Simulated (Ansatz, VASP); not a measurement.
# Cs2AgBiBr6: VASP beside Ansatz, part 2 of 2

Aim: how closely do two programs agree when they are given the same cell, functional and k mesh? The cell is taken from a series of VASP runs on this material, whose earlier steps may have relaxed, scaled or displaced it; both programs get it as it stands. Other levels of theory on this material are compared in a session of their own.

VASP 6.6.1 and Ansatz 0.2.0.

So far: Set-up; Ansatz: band structure, r2SCAN, spin-orbit coupling.

### 3. VASP: band structure, r2SCAN, spin-orbit coupling

Level of this step: r2SCAN, spin-orbit coupling; plane waves and PAW (Bi_d, Cs_sv, Ag, Br) (VASP).

The same cell, functional, mesh and smearing now go to VASP, with its own data sets and cutoff.

Lines of VASP's logs that name or quote its potential files are left out, and so is its time.

INCAR

```
SYSTEM = Cs2AgBiBr6
PREC = Accurate
ENCUT = 350
EDIFF = 1E-06
NELM = 100
ISMEAR = 0
SIGMA = 0.03
LREAL = .FALSE.
ALGO = Normal
METAGGA = R2SCAN
LASPH = .TRUE.
LNONCOLLINEAR = .TRUE.
MAGMOM = 0 0 0 0 0 0 0 0 0 0 0 0 0 0 0 0 0 0 0 0 0 0 0 0 0 0 0 0 0 0
NBANDS = 106
GGA_COMPAT = .FALSE.
LSORBIT = .TRUE.
LMAXMIX = 4
LORBIT = 11
LWAVE = .FALSE.
LCHARG = .FALSE.
KPAR = 8
NCORE = 2
```

POSCAR

```
Cs2AgBiBr6
1.0
    0.0000000000      5.6333000000      5.6333000000
    5.6333000000      0.0000000000      5.6333000000
    5.6333000000      5.6333000000      0.0000000000
Bi Cs Ag Br
1 2 1 6
Direct
    0.0000000000      0.0000000000      0.0000000000
    0.2500000000      0.2500000000      0.2500000000
    0.7500000000      0.7500000000      0.7500000000
    0.5000000000      0.5000000000      0.5000000000
    0.7461344694      0.7461344694      0.2538655306
    0.7461344694      0.2538655306      0.7461344694
    0.2538655306      0.7461344694      0.2538655306
    0.2538655306      0.7461344694      0.7461344694
    0.2538655306      0.2538655306      0.7461344694
    0.7461344694      0.2538655306      0.2538655306
```

KPOINTS

```
Automatic mesh
0
Gamma
4 4 4
0 0 0
```

KPOINTS_OPT

```
Line mode
8
Line-mode
Reciprocal
  0.00000000   0.00000000   0.00000000 GAMMA
  0.50000000   0.00000000   0.50000000 X

  0.50000000   0.00000000   0.50000000 X
  0.50000000   0.25000000   0.75000000 W

  0.50000000   0.25000000   0.75000000 W
  0.37500000   0.37500000   0.75000000 K

  0.37500000   0.37500000   0.75000000 K
  0.00000000   0.00000000   0.00000000 GAMMA

  0.00000000   0.00000000   0.00000000 GAMMA
  0.50000000   0.50000000   0.50000000 L

  0.50000000   0.50000000   0.50000000 L
  0.62500000   0.25000000   0.62500000 U

  0.62500000   0.25000000   0.62500000 U
  0.50000000   0.25000000   0.75000000 W

  0.50000000   0.25000000   0.75000000 W
  0.50000000   0.50000000   0.50000000 L

  0.50000000   0.50000000   0.50000000 L
  0.37500000   0.37500000   0.75000000 K

  0.62500000   0.25000000   0.62500000 U
  0.50000000   0.00000000   0.50000000 X
```

PAW data sets: Bi_d, Cs_sv, Ag and Br (PBE family, release 64).

Command:

```sh
$ mpirun -np 16 vasp_ncl
```

Numbers of over 12 decimals in the logs are rounded to 6 here.

The log of the run:

```text
[banner, memory and clock lines left out]
running   16 mpi-ranks, on    1 nodes
 distrk:  each k-point on    2 cores,    8 groups
 distr:  one band on    2 cores,    1 groups

 POSCAR found type information on POSCAR BiCsAgBr
 POSCAR found :  4 types and      10 ions
|                                                                             |
|               ----> ADVICE to this user running VASP <----                  |
|                                                                             |
|     You enforced a specific xc type in the INCAR file but a different       |
|     [... a line on the potential file left out ...]
|     I HOPE YOU KNOW WHAT YOU ARE DOING!                                     |
|                                                                             |

 LDA part: xc-table for (None), standard interpolation
 POSCAR, INCAR and KPOINTS ok, starting setup
 FFT: planning ... GRIDC
 FFT: planning ... GRID_SOFT
 FFT: planning ... GRID
 WAVECAR not read
 entering main loop
       N       E                     dE             d eps       ncg     rms          rms(c)
DAV:   1     0.411613508616E+03    0.41161E+03   -0.30599E+04  1784   0.108E+03
DAV:   2    -0.171624696646E+03   -0.58324E+03   -0.56452E+03  2048   0.271E+02
DAV:   3    -0.241161459918E+03   -0.69537E+02   -0.68929E+02  2032   0.117E+02
DAV:   4    -0.243826454456E+03   -0.26650E+01   -0.26532E+01  2040   0.279E+01
DAV:   5    -0.243947679935E+03   -0.12123E+00   -0.12116E+00  2400   0.511E+00    0.830E+00
DAV:   6    -0.223609560173E+03    0.20338E+02   -0.98007E+00  2028   0.217E+01    0.835E+00
DAV:   7    -0.223480909983E+03    0.12865E+00   -0.12889E+00  2064   0.539E+00    0.445E+00
DAV:   8    -0.223500248666E+03   -0.19339E-01   -0.22112E-01  1936   0.230E+00    0.158E+00
DAV:   9    -0.223519561586E+03   -0.19313E-01   -0.37484E-02  2136   0.106E+00    0.658E-01
DAV:  10    -0.223523702072E+03   -0.41405E-02   -0.41991E-03  2014   0.330E-01    0.173E-01
DAV:  11    -0.223524516930E+03   -0.81486E-03   -0.12872E-03  2016   0.160E-01    0.761E-02
DAV:  12    -0.223524717810E+03   -0.20088E-03   -0.28085E-04  1926   0.124E-01    0.299E-02
DAV:  13    -0.223524744513E+03   -0.26703E-04   -0.50377E-05  2136   0.383E-02    0.167E-02
DAV:  14    -0.223524752660E+03   -0.81473E-05   -0.16447E-05  1998   0.294E-02    0.755E-03
DAV:  15    -0.223524752657E+03    0.30459E-08   -0.28658E-06  1664   0.112E-02
   1 F= -.22352475E+03 E0= -.22352475E+03  d E =-.202583E-17  mag=    -0.0000     0.0000     0.0000
 Start KPOINTS_OPT (optional k-point list driver)
k-point batch [1-8\80]
       N       E                     dE             ncg
DAV:   1     0.247446121055E+03   -0.42001E+04     1824
DAV:   2    -0.454438237103E+04   -0.47918E+04     2040
DAV:   3    -0.509359170238E+04   -0.54921E+03     2032
DAV:   4    -0.511200799982E+04   -0.18416E+02     2032
DAV:   5    -0.511271619651E+04   -0.70820E+00     2408
DAV:   6    -0.511273324362E+04   -0.17047E-01     2336
DAV:   7    -0.511273359199E+04   -0.34837E-03     2440
DAV:   8    -0.511273359813E+04   -0.61368E-05     2296
DAV:   9    -0.511273359824E+04   -0.11557E-06     1328
[...]
k-point batch [73-80\80]
       N       E                     dE             ncg
DAV:   1     0.237198845743E+03   -0.96882E+04     1792
DAV:   2    -0.458245548798E+04   -0.48197E+04     2084
DAV:   3    -0.510790520421E+04   -0.52545E+03     2032
DAV:   4    -0.512496882338E+04   -0.17064E+02     2040
DAV:   5    -0.512560865480E+04   -0.63983E+00     2352
DAV:   6    -0.512562829486E+04   -0.19640E-01     2392
DAV:   7    -0.512562853882E+04   -0.24395E-03     2384
DAV:   8    -0.512562854472E+04   -0.59015E-05     2328
DAV:   9    -0.512562854481E+04   -0.91442E-07     1304
```

Parts of OUTCAR (step 3):

```text
ion  position               nearest neighbor table
   1  0.000  0.000  0.000-   5 2.86   6 2.86   7 2.86   8 2.86   9 2.86  10 2.86
   2  0.250  0.250  0.250-
   3  0.750  0.750  0.750-
   4  0.500  0.500  0.500-   5 2.77   6 2.77   7 2.77   8 2.77   9 2.77  10 2.77
   5  0.746  0.746  0.254-   4 2.77   1 2.86
   6  0.746  0.254  0.746-   4 2.77   1 2.86
   7  0.254  0.746  0.254-   4 2.77   1 2.86
   8  0.254  0.746  0.746-   4 2.77   1 2.86
   9  0.254  0.254  0.746-   4 2.77   1 2.86
  10  0.746  0.254  0.254-   4 2.77   1 2.86

  LATTYP: Found a face centered cubic cell.
 ALAT       =    11.2666000000

 Subroutine GETGRP returns: Found 48 space group operations
 (whereof 48 operations were pure point group operations)

The static configuration has the point symmetry O_h .

 Found      8 irreducible k-points:

   k-points           NKPTS =      8   k-points in BZ     NKDIM =      8   number of bands    NBANDS=    106

   dimension x,y,z NGX =    50 NGY =   50 NGZ =   50
   dimension x,y,z NGXF=   100 NGYF=  100 NGZF=  100

   ENCUT  =  350.0 eV  25.72 Ry    5.07 a.u.  12.15 12.15 12.15*2*pi/ulx,y,z

   NELECT =      86.0000    total number of electrons

 k-points in reciprocal lattice and weights: Automatic mesh
   0.00000000  0.00000000  0.00000000       0.016
   0.25000000  0.00000000  0.00000000       0.125
   0.50000000  0.00000000  0.00000000       0.062
   0.25000000  0.25000000  0.00000000       0.094
   0.50000000  0.25000000  0.00000000       0.375
  -0.25000000  0.25000000  0.00000000       0.188
   0.50000000  0.50000000  0.00000000       0.047
  -0.25000000  0.50000000  0.25000000       0.094

 average (electrostatic) potential at core
       1-116.5827       2 -54.7356       3 -54.7356       4 -81.2770       5 -68.5199
       6 -68.5199       7 -68.5199       8 -68.5199       9 -68.5199      10 -68.5199

 E-fermi :   1.2771

 k-point     1 :       0.0000    0.0000    0.0000
  band No.  band energies     occupation
    ...
     82      -0.1620      1.00000
     83       0.4668      1.00000
     84       0.4668      1.00000
     85       0.4668      1.00000
     86       0.4668      1.00000
     87       2.5888      0.00000
     88       2.5888      0.00000
     89       4.0675      0.00000
     90       4.0675      0.00000
     91       4.0675      0.00000
    ...

 k-point     2 :       0.2500    0.0000    0.0000
  band No.  band energies     occupation
    ...
     82      -0.2765      1.00000
     83      -0.0693      1.00000
     84      -0.0693      1.00000
     85       0.1427      1.00000
     86       0.1427      1.00000
     87       2.7264      0.00000
     88       2.7264      0.00000
     89       4.1578      0.00000
     90       4.1578      0.00000
     91       4.7133      0.00000
    ...

 k-point     3 :       0.5000    0.0000    0.0000
  band No.  band energies     occupation
    ...
     82      -0.3392      1.00000
     83      -0.3104      1.00000
     84      -0.3104      1.00000
     85      -0.0477      1.00000
     86      -0.0477      1.00000
     87       2.4704      0.00000
     88       2.4704      0.00000
     89       4.5698      0.00000
     90       4.5698      0.00000
     91       5.3995      0.00000
    ...

  Total        0.7621352      0.7621352      0.7621352     -0.0000000     -0.0000000      0.0000000
  in kB        3.4152614      3.4152614      3.4152614     -0.0000000     -0.0000000      0.0000000
  external PRESSURE =       3.4152614 kB  Pullay stress =       0.0000000 kB

  energy-cutoff  :      350.00
  volume of cell :      357.54
      direct lattice vectors                 reciprocal lattice vectors
     0.000000000  5.633300000  5.633300000    -0.088757922  0.088757922  0.088757922
     5.633300000  0.000000000  5.633300000     0.088757922 -0.088757922  0.088757922
     5.633300000  5.633300000  0.000000000     0.088757922  0.088757922 -0.088757922

 POSITION                                       TOTAL-FORCE (eV/Angst)
 -----------------------------------------------------------------------------------
      0.00000      0.00000      0.00000        -0.000000      0.000000      0.000000
      2.81665      2.81665      2.81665         0.000000      0.000000      0.000000
      8.44995      8.44995      8.44995        -0.000000      0.000000      0.000000
      5.63330      5.63330      5.63330        -0.000000      0.000000      0.000000
      5.63330      5.63330      8.40640         0.000000      0.000000      0.082457
      5.63330      8.40640      5.63330         0.000000      0.082457      0.000000
      5.63330      2.86020      5.63330         0.000000     -0.082457      0.000000
      8.40640      5.63330      5.63330         0.082457      0.000000      0.000000
      5.63330      5.63330      2.86020         0.000000      0.000000     -0.082457
      2.86020      5.63330      5.63330        -0.082457      0.000000      0.000000
 -----------------------------------------------------------------------------------
    total drift:                                0.000000     -0.000000     -0.000000

  FREE ENERGIE OF THE ION-ELECTRON SYSTEM (eV)
  ---------------------------------------------------
  free  energy   TOTEN  =      -223.5247526573 eV

  energy  without entropy=     -223.5247526573  energy(sigma->0) =     -223.52475266

 Spin-Orbit-Coupling matrix elements
 Ion:    1  E_soc:     -1.1647655
 Ion:    2  E_soc:     -0.3064398
 Ion:    3  E_soc:     -0.3064398
 Ion:    4  E_soc:     -0.0371520
 Ion:    5  E_soc:     -0.0538606
 Ion:    6  E_soc:     -0.0538606
 Ion:    7  E_soc:     -0.0538606
 Ion:    8  E_soc:     -0.0538606
 Ion:    9  E_soc:     -0.0538606
 Ion:   10  E_soc:     -0.0538606

 total charge
# of ion       s       p       d       tot
------------------------------------------
    1        1.621   0.922   9.971  12.514
    2        1.861   4.721   0.015   6.597
    3        1.861   4.721   0.015   6.597
    4        0.242   0.179   9.331   9.753
    5        1.607   3.279   0.012   4.899
    6        1.607   3.279   0.012   4.899
    7        1.607   3.279   0.012   4.899
    8        1.607   3.279   0.012   4.899
    9        1.607   3.279   0.012   4.899
   10        1.607   3.279   0.012   4.899
--------------------------------------------------
tot         15.227  30.220  19.406  64.853

 magnetization (x)
# of ion       s       p       d       tot
------------------------------------------
    1       -0.000   0.000   0.000  -0.000
    2        0.000  -0.000   0.000   0.000
    3        0.000  -0.000   0.000   0.000
    4        0.000   0.000  -0.000  -0.000
    5        0.000   0.000   0.000   0.000
    6        0.000  -0.000  -0.000  -0.000
    7        0.000  -0.000  -0.000  -0.000
    8        0.000   0.000   0.000   0.000
    9        0.000   0.000   0.000   0.000
   10        0.000   0.000   0.000   0.000
--------------------------------------------------
tot          0.000  -0.000  -0.000   0.000

 magnetization (y)
# of ion       s       p       d       tot
------------------------------------------
    1        0.000   0.000  -0.000   0.000
    2        0.000   0.000   0.000   0.000
    3        0.000   0.000   0.000   0.000
    4       -0.000  -0.000  -0.000  -0.000
    5        0.000  -0.000  -0.000  -0.000
    6        0.000   0.000   0.000   0.000
    7        0.000   0.000   0.000   0.000
    8        0.000   0.000   0.000   0.000
    9       -0.000  -0.000   0.000  -0.000
   10        0.000   0.000   0.000   0.000
--------------------------------------------------
tot          0.000   0.000  -0.000   0.000

 magnetization (z)
# of ion       s       p       d       tot
------------------------------------------
    1        0.000   0.000   0.000   0.000
    2        0.000   0.000   0.000   0.000
    3        0.000   0.000   0.000   0.000
    4       -0.000   0.000  -0.000  -0.000
    5        0.000   0.000   0.000   0.000
    6        0.000   0.000   0.000   0.000
    7       -0.000   0.000   0.000   0.000
    8        0.000  -0.000   0.000  -0.000
    9        0.000   0.000   0.000   0.000
   10        0.000  -0.000   0.000  -0.000
--------------------------------------------------
tot          0.000   0.000   0.000   0.000

[... 3 further parts left out ...]
```

The run ends at a pressure of 0.34 GPa, with forces up to 0.082 eV/Å.

### 4. Differences

Known differences besides the potentials themselves: spin-orbit coupling enters by fully relativistic files in Ansatz and inside the spheres in VASP; VASP keeps PBE cores, Ansatz makes them for the functional; the data sets hold 94 valence electrons in Ansatz (fully relativistic PAW (standard-fr) files) and 86 in VASP; the cutoff is 500 eV in Ansatz and 350 eV in VASP. Total energies have different zeros and are not compared.

The two programs side by side:

```csv
quantity,Ansatz,VASP,difference
pressure (GPa),0.49,0.34,+0.15
gap over the path points (eV),1.311,1.367,-0.056
```

Forces (eV/Å; atoms numbered as in POSCAR):

```csv
atom,"Ansatz x, y, z","VASP x, y, z"
Bi1,"0.000, 0.000, 0.000","0.000, 0.000, 0.000"
Cs2,"0.000, 0.000, 0.000","0.000, 0.000, 0.000"
Cs3,"0.000, 0.000, 0.000","0.000, 0.000, 0.000"
Ag4,"0.000, 0.000, 0.000","0.000, 0.000, 0.000"
Br5,"0.000, 0.000, 0.069","0.000, 0.000, 0.082"
Br6,"0.000, 0.069, 0.000","0.000, 0.082, 0.000"
Br7,"0.000, -0.069, 0.000","0.000, -0.082, 0.000"
Br8,"0.069, 0.000, 0.000","0.082, 0.000, 0.000"
Br9,"0.000, 0.000, -0.069","0.000, 0.000, -0.082"
Br10,"-0.069, 0.000, 0.000","-0.082, 0.000, 0.000"
```

Levels at points of the path, from each program's valence-band top (eV; 8 filled, then empty):

```csv
k (reciprocal lattice),Ansatz,VASP
0.000 0.000 0.000,-1.27 -1.27 -1.27 -1.27 -0.66 -0.66 -0.66 -0.66 1.36 1.36 3.00 3.00 3.00 3.00,-1.26 -1.26 -1.26 -1.26 -0.64 -0.64 -0.64 -0.64 1.49 1.49 2.96 2.96 2.96 2.96
0.143 0.000 0.143,-1.38 -1.38 -1.31 -1.31 -1.09 -1.09 -0.66 -0.66 1.54 1.54 3.11 3.11 3.13 3.13,-1.38 -1.38 -1.31 -1.31 -1.07 -1.07 -0.64 -0.64 1.66 1.66 3.08 3.08 3.10 3.10
0.357 0.000 0.357,-1.57 -1.57 -1.33 -1.33 -0.67 -0.67 -0.45 -0.45 1.83 1.83 3.45 3.45 3.51 3.51,-1.55 -1.55 -1.33 -1.33 -0.65 -0.65 -0.45 -0.45 1.96 1.96 3.41 3.41 3.48 3.48
0.500 0.000 0.500,-1.56 -1.56 -1.33 -1.33 -0.67 -0.67 0.00 0.00 1.85 1.85 3.53 3.53 3.72 3.72,-1.54 -1.54 -1.33 -1.33 -0.65 -0.65 0.00 0.00 1.99 1.99 3.49 3.49 3.69 3.69
0.500 0.071 0.571,-1.57 -1.57 -1.36 -1.36 -0.76 -0.76 -0.03 -0.03 1.87 1.87 3.51 3.51 3.71 3.71,-1.55 -1.55 -1.36 -1.36 -0.73 -0.73 -0.03 -0.03 2.01 2.01 3.47 3.47 3.67 3.67
0.500 0.179 0.679,-1.57 -1.57 -1.46 -1.46 -1.12 -1.12 -0.09 -0.09 1.93 1.93 3.45 3.45 3.69 3.69,-1.55 -1.55 -1.45 -1.45 -1.10 -1.10 -0.09 -0.09 2.06 2.06 3.41 3.41 3.65 3.65
0.500 0.250 0.750,-1.55 -1.55 -1.52 -1.52 -1.28 -1.28 -0.10 -0.10 1.95 1.95 3.43 3.43 3.69 3.69,-1.55 -1.55 -1.51 -1.51 -1.26 -1.26 -0.10 -0.10 2.07 2.07 3.40 3.40 3.65 3.65
0.446 0.304 0.750,-1.56 -1.56 -1.49 -1.49 -1.18 -1.18 -0.14 -0.14 1.92 1.92 3.39 3.39 3.77 3.77,-1.55 -1.55 -1.49 -1.49 -1.16 -1.16 -0.14 -0.14 2.04 2.04 3.36 3.36 3.73 3.73
0.411 0.339 0.750,-1.57 -1.57 -1.48 -1.48 -1.08 -1.08 -0.19 -0.19 1.89 1.89 3.36 3.36 3.85 3.85,-1.55 -1.55 -1.48 -1.48 -1.06 -1.06 -0.19 -0.19 2.01 2.01 3.33 3.33 3.81 3.81
0.375 0.375 0.750,-1.57 -1.57 -1.48 -1.48 -1.03 -1.03 -0.22 -0.22 1.88 1.88 3.35 3.35 3.88 3.88,-1.55 -1.55 -1.48 -1.48 -1.01 -1.01 -0.22 -0.22 1.99 1.99 3.33 3.33 3.84 3.84
```

The forces differ by 5.9 meV/Å r.m.s., which is 15.9 % of the r.m.s. force of 0.04 eV/Å (both taken over all components). Among the levels compared at these points, filled levels agree within 30 meV and empty ones within 136 meV.

### 5. Results

| Property | Result |
| --- | --- |
| difference in gap over the path points (band structure, r2SCAN, spin-orbit coupling) | -0.056 eV |

**Reading.** The difference in gap over the path points is -0.056 eV (band structure, r2SCAN, spin-orbit coupling), within the 0.08 eV picked in this series as the mark of a large difference. 3 further runs of this series are not shown here. How closely two codes agree says nothing of how well the functional describes the real material.

[Lines on the potential files, build, host, timing and source positions are cut from VASP's logs without a mark.]

[Logs are printed without paths, hosts, clocks, repeated set-up lines and the standing remarks that a program may print on its own settings, such as how far it seeks lower states.]

[Hosts, paths, dates, database ids (printed as entryN), source tags and the programs' standing remarks are cut or masked in the printed files.]
